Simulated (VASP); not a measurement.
Computed with PBEsol GGA, VASP's PBE PAW potentials (set 64) (plane waves; VASP).

The input files of a VASP run:

### INCAR
```
SYSTEM = Ho
PREC = Accurate
ENCUT = 400
EDIFF = 1E-6
NELM = 100
ALGO = Normal
LREAL = .FALSE.
LASPH = .TRUE.
ISMEAR = 1
SIGMA = 0.1
GGA = PS
LMAXMIX = 6
LWAVE = .FALSE.
LCHARG = .FALSE.
IBRION = 2
ISIF = 3
NSW = 60
EDIFFG = -0.01
```

### POSCAR
```
Ho
1
    0.0000000000     2.4398106313     2.4398106313
    2.4398106313     0.0000000000     2.4398106313
    2.4398106313     2.4398106313    -0.0000000000
Ho
1
Direct
  0.0000000000   0.0000000000   0.0000000000
```

File KPOINTS:
```
kpoints
0
Gamma
12 12 12
0 0 0
```

POTCAR, in this order: Ho_3 (PBE.64 set). Program: vasp_std.

The 4f electrons are frozen in the core of the lanthanide potential, so 4f levels, which can set the real gap, and their magnetism are missing.

Question: Estimate the energy per atom (σ→0), volume per atom, band gap (on the k-mesh).

Answer: 
```
Quantity                                                    Result
------------------------  ----------------------------------------
energy per atom (σ→0)                               -4.930 eV/atom
band gap (on the k-mesh)  none (metal, semimetal or under 0.01 eV)
volume per atom                                      29.16 Å³/atom
```

### OSZICAR
```
...
   1 F= -.49301702E+01 E0= -.49295456E+01  d E =-.493017E+01
       N       E                     dE             d eps       ncg     rms          rms(c)
DAV:   1    -0.493074374732E+01   -0.57357E-03   -0.10803E-02  1768   0.102E+00    0.122E-01
DAV:   2    -0.493035142857E+01    0.39232E-03   -0.39632E-04  1800   0.267E-01    0.590E-02
DAV:   3    -0.493021320367E+01    0.13822E-03   -0.40345E-04  1872   0.266E-01    0.236E-02
DAV:   4    -0.493021119140E+01    0.20123E-05   -0.50545E-06  1544   0.244E-02    0.206E-03
DAV:   5    -0.493021109393E+01    0.97463E-07   -0.19418E-07   688   0.724E-03
   2 F= -.49302111E+01 E0= -.49295877E+01  d E =-.408499E-04
```

The structure was generated: Ho was put into the fcc type (Fm-3m), which need not be its known phase. This run relaxes it. Symmetry was kept, so distortions that lower it aren't found. The start is the result of an earlier pass.
